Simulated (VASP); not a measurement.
Input:

```
CELL_PARAMETERS angstrom
     -0.00018     6.01979     6.01331
      6.01979    -0.00018     6.01331
      3.00981     3.00981     0.00000
ATOMIC_POSITIONS crystal
  Cd 0.99962 0.99962 0.00076
  Cd 0.98986 0.50395 0.00620
  Cd 0.50395 0.98986 0.00620
  Cd 0.50654 0.50654 0.98691
  Se 0.12593 0.12593 0.24813
  Se 0.12663 0.62320 0.25016
  Se 0.62320 0.12663 0.25016
  S  0.62426 0.62426 0.25147
```

All values below come from PBEsol GGA, VASP's PBE PAW potentials (set 64) (plane waves; VASP). Settings: 400 eV cut-off, 4×4×7 Γ-centred mesh, tetrahedra with Blöchl corrections, potentials Cd Se S.

The cores are frozen, which limits the accuracy of field gradients.

Give the principal components of the electric field gradient (V/Å²) and the asymmetry η at each nucleus.

```csv
atom,Vxx,Vyy,Vzz,η
Cd1,0.3,0.3,-0.5,0.07
Cd2,4.9,3.3,-8.3,0.20
Cd3,4.9,3.3,-8.3,0.20
Cd4,6.8,0.7,-7.5,0.81
Se5,-14.4,-4.3,18.7,0.54
Se6,-15.6,-7.5,23.0,0.35
Se7,-15.6,-7.5,23.0,0.35
S8,-7.1,-1.5,8.6,0.64
```

The structure was generated: Cd4SSe3 was put into an ordered model structure (Amm2), which need not be its known phase. It was relaxed first.
